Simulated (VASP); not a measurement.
Output of a VASP run:

**OUTCAR**
```
 ion  position               nearest neighbor table
   1  0.000  0.000  0.000-   6 2.13   6 2.13   7 2.13   7 2.13   6 2.13   7 2.13   3 3.51   3 3.51
                             3 3.51
   2  0.783  0.783  0.783-   5 1.89   5 1.89   5 1.89   6 1.94   4 2.27
   3  0.217  0.217  0.217-   4 1.89   4 1.89   4 1.89   7 1.94   5 2.27   1 3.51   1 3.51   1 3.51
  LATTYP: Found a trigonal (rhomboedric) cell.
 ALAT       =     8.7241028151
 COS(alpha) =     0.9314019793
 Subroutine PRICEL returns:
 Original cell was already a primitive cell.
 Subroutine GETGRP returns: Found  6 space group operations
The static configuration has the point symmetry C_3v.
The dynamic configuration has the point symmetry C_3v.
 Subroutine INISYM returns: Found  6 space group operations
 Subroutine IBZKPT returns following result:
 Found     44 irreducible k-points:

 Following reciprocal coordinates:
            Coordinates               Weight
  0.000000  0.000000  0.000000      1.000000
  0.142857  0.000000 -0.000000      6.000000
  0.285714  0.000000 -0.000000      6.000000
  0.428571 -0.000000 -0.000000      6.000000
  0.142857  0.142857 -0.000000      6.000000
  0.285714  0.142857 -0.000000     12.000000
  0.428571  0.142857 -0.000000     12.000000
 -0.428571  0.142857  0.000000     12.000000
 -0.285714  0.142857  0.000000     12.000000
 -0.142857  0.142857  0.000000      6.000000
  0.285714  0.285714 -0.000000      6.000000
  0.428571  0.285714 -0.000000     12.000000
 -0.428571  0.285714  0.000000     12.000000
 -0.285714  0.285714  0.000000      6.000000
  0.428571  0.428571 -0.000000      6.000000
 -0.428571  0.428571  0.000000      6.000000
  0.142857  0.142857  0.142857      2.000000
  0.285714  0.142857  0.142857      6.000000
  0.428571  0.142857  0.142857      6.000000
 -0.428571  0.142857  0.142857      6.000000
 -0.285714  0.142857  0.142857      6.000000
 -0.142857  0.142857  0.142857      6.000000
  0.285714  0.285714  0.142857      6.000000
  0.428571  0.285714  0.142857     12.000000
 -0.428571  0.285714  0.142857     12.000000
 -0.285714  0.285714  0.142857     12.000000
 -0.142857  0.285714  0.142857     12.000000
  0.428571  0.428571  0.142857      6.000000
 -0.428571  0.428571  0.142857     12.000000
 -0.285714  0.428571  0.142857     12.000000
 -0.142857  0.428571  0.142857     12.000000
 -0.428571 -0.428571  0.142857      6.000000
 -0.285714 -0.428571  0.142857     12.000000
 -0.285714 -0.285714  0.142857      6.000000
  0.285714  0.285714  0.285714      2.000000
  0.428571  0.285714  0.285714      6.000000
 -0.428571  0.285714  0.285714      6.000000
 -0.285714  0.285714  0.285714      6.000000
  0.428571  0.428571  0.285714      6.000000
 -0.428571  0.428571  0.285714     12.000000
   k-points           NKPTS =     44   k-points in BZ     NKDIM =     44   number of bands    NBANDS=     37
   number of dos      NEDOS =    301   number of ions     NIONS =      7
   total plane-waves  NPLWV = 216000
   dimension x,y,z NGX =    60 NGY =   60 NGZ =   60
   dimension x,y,z NGXF=   120 NGYF=  120 NGZF=  120
   ions per type =               1   1   1   4
   PREC   = accura    normal or accurate (medium, high low for compatibility)
   ISTART =      0    job   : 0-new  1-cont  2-samecut
   ICHARG =      2    charge: 1-file 2-atom 10-const
   ISPIN  =      1    spin polarized calculation?
   LNONCOLLINEAR =      F non collinear calculations
   LSORBIT =      F    spin-orbit coupling
   INIWAV =      1    electr: 0-lowe 1-rand  2-diag
   ENCUT  =  400.0 eV  29.40 Ry    5.42 a.u.  14.23 14.23 14.23*2*pi/ulx,y,z
   NELM   =    100;   NELMIN=  2; NELMDL= -5     # of ELM steps
   EDIFF  = 0.1E-05   stopping-criterion for ELM
   LREAL  =      F    real-space projection
   NLSPLINE    = F    spline interpolate recip. space projectors
   LMAXMIX     =    4 max onsite mixed and CHGCAR
   VOSKOWN=      0    Vosko Wilk Nusair interpolation
   EDIFFG = 0.1E-04   stopping-criterion for IOM
...
```

OSZICAR:
```
       N       E                     dE             d eps       ncg     rms          rms(c)
DAV:   1     0.668856191024E+03    0.66886E+03   -0.25575E+04  3395   0.227E+03
DAV:   2     0.593568106425E+02   -0.60950E+03   -0.58404E+03  3583   0.566E+02
DAV:   3    -0.391928289848E+02   -0.98550E+02   -0.96345E+02  3506   0.213E+02
DAV:   4    -0.454952050208E+02   -0.63024E+01   -0.62428E+01  4471   0.558E+01
DAV:   5    -0.456674186299E+02   -0.17221E+00   -0.17191E+00  4066   0.887E+00    0.190E+01
DAV:   6    -0.398571530386E+02    0.58103E+01   -0.20653E+01  5908   0.723E+01    0.118E+01
DAV:   7    -0.400177539324E+02   -0.16060E+00   -0.32235E+00  3576   0.138E+01    0.587E+00
DAV:   8    -0.399526769021E+02    0.65077E-01   -0.45833E-01  4915   0.566E+00    0.244E+00
DAV:   9    -0.399298116327E+02    0.22865E-01   -0.13286E-01  5704   0.462E+00    0.360E-01
DAV:  10    -0.399291709237E+02    0.64071E-03   -0.17186E-02  4353   0.109E+00    0.160E-01
DAV:  11    -0.399292204370E+02   -0.49513E-04   -0.38669E-03  4840   0.552E-01    0.844E-02
DAV:  12    -0.399292786575E+02   -0.58221E-04   -0.47223E-04  4219   0.201E-01    0.435E-02
DAV:  13    -0.399293338791E+02   -0.55222E-04   -0.12449E-04  3778   0.106E-01    0.199E-02
DAV:  14    -0.399293289284E+02    0.49507E-05   -0.24062E-05  5486   0.991E-02    0.866E-03
DAV:  15    -0.399293300456E+02   -0.11172E-05   -0.79049E-06  4036   0.362E-02    0.271E-03
DAV:  16    -0.399293302852E+02   -0.23960E-06   -0.12566E-06  2383   0.124E-02
   1 F= -.39929330E+02 E0= -.39929181E+02  d E =-.449097E-03
```

**OUTCAR**
```
------------------------ aborting loop because EDIFF is reached ----------------------------------------
  FORCE on cell =-STRESS in cart. coord.  units (eV):
  Direction    XX          YY          ZZ          XY          YZ          ZX
  --------------------------------------------------------------------------------------
  Total        5.3724689      5.3724701      1.3460610     -0.0000000      0.0000001      0.0000000
  in kB      111.6901323    111.6901574     27.9837319     -0.0000000      0.0000011      0.0000000
  external PRESSURE =      83.7880072 kB  Pullay stress =       0.0000000 kB
  volume of cell :       77.07
      direct lattice vectors                 reciprocal lattice vectors
     1.615703000  0.932827000  8.522283000     0.309462816  0.178668420  0.039113143
    -1.615703000  0.932827000  8.522283000    -0.309462816  0.178668420  0.039113143
     0.000000000 -1.865653000  8.522283000     0.000000000 -0.357336840  0.039113164
 POSITION                                       TOTAL-FORCE (eV/Angst)
 -----------------------------------------------------------------------------------
      0.00000      0.00000      0.00000         0.000000     -0.000000     -1.658262
      0.00000      0.00000     20.01629         0.000000      0.000000      1.140679
      0.00000      0.00000      5.55056         0.000000      0.000000      0.397726
      0.00000      0.00000     22.28918         0.000000     -0.000000     -1.856447
      0.00000      0.00000      3.27767         0.000000     -0.000000     -1.309563
      0.00000      0.00000     18.08088         0.000000      0.000000      2.254411
      0.00000      0.00000      7.48597         0.000000      0.000000      1.031457
 -----------------------------------------------------------------------------------
    total drift:                               -0.000000     -0.000003     -0.000732
  FREE ENERGIE OF THE ION-ELECTRON SYSTEM (eV)
  ---------------------------------------------------
  free  energy   TOTEN  =       -39.9293302852 eV

  energy  without entropy=      -39.9288811885  energy(sigma->0) =      -39.92918059
```
(Selected blocks of OUTCAR.)

POSCAR:
```
ZnInGaO4
1
    1.6157030000     0.9328270000     8.5222830000
   -1.6157030000     0.9328270000     8.5222830000
    0.0000000000    -1.8656530000     8.5222830000
In Ga Zn O
1 1 1 4
Direct
  0.0000000000   0.0000000000   0.0000000000
  0.7829000000   0.7829000000   0.7829000000
  0.2171000000   0.2171000000   0.2171000000
  0.8718000000   0.8718000000   0.8718000000
  0.1282000000   0.1282000000   0.1282000000
  0.7072000000   0.7072000000   0.7072000000
  0.2928000000   0.2928000000   0.2928000000
```

Task: Write an INCAR and KPOINTS that could have produced this output.

Result: Several could match; the one computed here: the input of the run itself, PBEsol GGA, plane waves, VASP's PBE PAW potentials (set 64).

KPOINTS:
```
K-points
0
Gamma
7 7 7
0 0 0
```

### INCAR
```
ALGO  =  Normal
EDIFF  =  1E-6
ENCUT  =  400
GGA  =  PS
ISIF  =  2
ISMEAR  =  1
LASPH  =  .TRUE.
LCHARG  =  .FALSE.
LMAXMIX  =  4
LREAL  =  .FALSE.
LWAVE  =  .FALSE.
NELM  =  100
PREC  =  Accurate
SIGMA  =  0.1
SYSTEM  =  ZnInGaO4
```

POTCAR, in this order: In_d Ga_d Zn O (PBE.64 set). Program: vasp_std.

At this cut-off the stress carries a Pulay error, which pulls relaxed volumes low.

The structure was generated: ZnInGaO4 was put into an ordered model structure, which need not be its known phase. The cell was not relaxed at this level. The k-mesh is coarse (spacing up to 0.32 per Å, 2π included), so the numbers may not be converged in it. The run is one of a series of settings (SIGMA = 0.1, KPOINTS 7×7×7 Γ-centred mesh against the base run), some of them coarse on purpose.
